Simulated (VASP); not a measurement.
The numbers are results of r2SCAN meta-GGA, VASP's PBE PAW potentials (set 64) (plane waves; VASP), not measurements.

Input for VASP

POSCAR:
```
AuZn
1
    3.1500000000     0.0000000000     0.0000000000
    0.0000000000     3.1500000000     0.0000000000
    0.0000000000     0.0000000000     3.1500000000
Zn Au
1 1
Direct
  0.5000000000   0.5000000000   0.5000000000
  0.0000000000   0.0000000000   0.0000000000
```

**INCAR**
```
# general
SYSTEM   =  AuZn
PREC     =  Normal
ENCUT    =  400
LREAL    =  .FALSE.
LASPH    =  .TRUE.

# electronic loop
EDIFF    =  1E-5
NELM     =  100
NELMIN   =  4
ALGO     =  Normal
LMAXMIX  =  6
LMIXTAU  =  .TRUE.

# smearing
ISMEAR   =  1
SIGMA    =  0.1

# functional
METAGGA  =  R2SCAN

# ions
IBRION   =  2
NSW      =  20
ISIF     =  2
EDIFFG   =  -0.03

# output
LWAVE    =  .FALSE.
LCHARG   =  .FALSE.
```

**KPOINTS**
```
Automatic mesh
0
Gamma
13 13 13
0 0 0
```

POTCAR, in this order: Zn Au (PBE.64 set). Program: vasp_std.

The run wrote:

**OUTCAR**
```
 ion  position               nearest neighbor table
   1  0.500  0.500  0.500-   2 2.73   2 2.73   2 2.73   2 2.73   2 2.73   2 2.73   2 2.73   2 2.73
  LATTYP: Found a simple cubic cell.
 ALAT       =     3.1500000000
 Subroutine PRICEL returns:
 Original cell was already a primitive cell.
 Subroutine GETGRP returns: Found 48 space group operations
The static configuration has the point symmetry O_h .
The dynamic configuration has the point symmetry O_h .
 Subroutine INISYM returns: Found 48 space group operations
 Subroutine IBZKPT returns following result:
 Found     84 irreducible k-points:

 Following reciprocal coordinates:
            Coordinates               Weight
  0.000000  0.000000  0.000000      1.000000
  0.076923  0.000000  0.000000      6.000000
  0.153846  0.000000  0.000000      6.000000
  0.230769  0.000000  0.000000      6.000000
  0.307692  0.000000  0.000000      6.000000
  0.384615  0.000000  0.000000      6.000000
  0.461538  0.000000  0.000000      6.000000
  0.076923  0.076923  0.000000     12.000000
  0.153846  0.076923  0.000000     24.000000
  0.230769  0.076923  0.000000     24.000000
  0.307692  0.076923  0.000000     24.000000
  0.384615  0.076923  0.000000     24.000000
  0.461538  0.076923  0.000000     24.000000
  0.153846  0.153846  0.000000     12.000000
  0.230769  0.153846  0.000000     24.000000
  0.307692  0.153846  0.000000     24.000000
  0.384615  0.153846  0.000000     24.000000
  0.461538  0.153846  0.000000     24.000000
  0.230769  0.230769  0.000000     12.000000
  0.307692  0.230769  0.000000     24.000000
  0.384615  0.230769  0.000000     24.000000
  0.461538  0.230769  0.000000     24.000000
  0.307692  0.307692  0.000000     12.000000
  0.384615  0.307692  0.000000     24.000000
  0.461538  0.307692  0.000000     24.000000
...
```

File OSZICAR:
```
       N       E                     dE             d eps       ncg     rms          rms(c)
DAV:   1     0.498989386769E+02    0.49899E+02   -0.10355E+04  2600   0.169E+03
DAV:   2    -0.619665132590E+02   -0.11187E+03   -0.10853E+03  2604   0.310E+02
DAV:   3    -0.654915383796E+02   -0.35250E+01   -0.35129E+01  3087   0.671E+01
DAV:   4    -0.655115710949E+02   -0.20033E-01   -0.20032E-01  2905   0.425E+00
DAV:   5    -0.655118439236E+02   -0.27283E-03   -0.27283E-03  3157   0.516E-01    0.899E+00
DAV:   6    -0.599021508121E+02    0.56097E+01   -0.54934E+00  2555   0.300E+01    0.683E+00
DAV:   7    -0.598732879906E+02    0.28863E-01   -0.31092E-01  2821   0.784E+00    0.366E+00
DAV:   8    -0.598827659903E+02   -0.94780E-02   -0.24435E-01  2793   0.619E+00    0.969E-01
DAV:   9    -0.599284857387E+02   -0.45720E-01   -0.38204E-02  2723   0.323E+00    0.245E-01
DAV:  10    -0.599295251213E+02   -0.10394E-02   -0.62655E-03  2870   0.859E-01    0.724E-02
DAV:  11    -0.599296563254E+02   -0.13120E-03   -0.28250E-03  2751   0.612E-01    0.548E-02
DAV:  12    -0.599299164441E+02   -0.26012E-03   -0.17749E-04  2674   0.148E-01    0.344E-02
DAV:  13    -0.599299240471E+02   -0.76029E-05   -0.38480E-05  2766   0.853E-02
   1 F= -.59929924E+02 E0= -.59929612E+02  d E =-.599299E+02
```

**OUTCAR**
```
------------------------ aborting loop because EDIFF is reached ----------------------------------------
  FORCE on cell =-STRESS in cart. coord.  units (eV):
  Direction    XX          YY          ZZ          XY          YZ          ZX
  --------------------------------------------------------------------------------------
  Total        0.0677360      0.0677360      0.0677360     -0.0000000      0.0000000      0.0000000
  in kB        3.4721507      3.4721507      3.4721507     -0.0000000      0.0000000      0.0000000
  external PRESSURE =       3.4721507 kB  Pullay stress =       0.0000000 kB
  volume of cell :       31.26
      direct lattice vectors                 reciprocal lattice vectors
     3.150000000  0.000000000  0.000000000     0.317460317  0.000000000  0.000000000
     0.000000000  3.150000000  0.000000000     0.000000000  0.317460317  0.000000000
     0.000000000  0.000000000  3.150000000     0.000000000  0.000000000  0.317460317
 POSITION                                       TOTAL-FORCE (eV/Angst)
 -----------------------------------------------------------------------------------
      1.57500      1.57500      1.57500         0.000000      0.000000      0.000000
      0.00000      0.00000      0.00000         0.000000      0.000000      0.000000
 -----------------------------------------------------------------------------------
    total drift:                                0.000000      0.000000      0.000000
  FREE ENERGIE OF THE ION-ELECTRON SYSTEM (eV)
  ---------------------------------------------------
  free  energy   TOTEN  =       -59.9299240471 eV

  energy  without entropy=      -59.9289874286  energy(sigma->0) =      -59.92961184

 reached required accuracy - stopping structural energy minimisation
```
(Selected blocks of OUTCAR.)

The compound is AuZn in the CsCl type structure. The cell was not relaxed at this level. The electron count is odd and the run is not spin-polarised, which forces a metal.
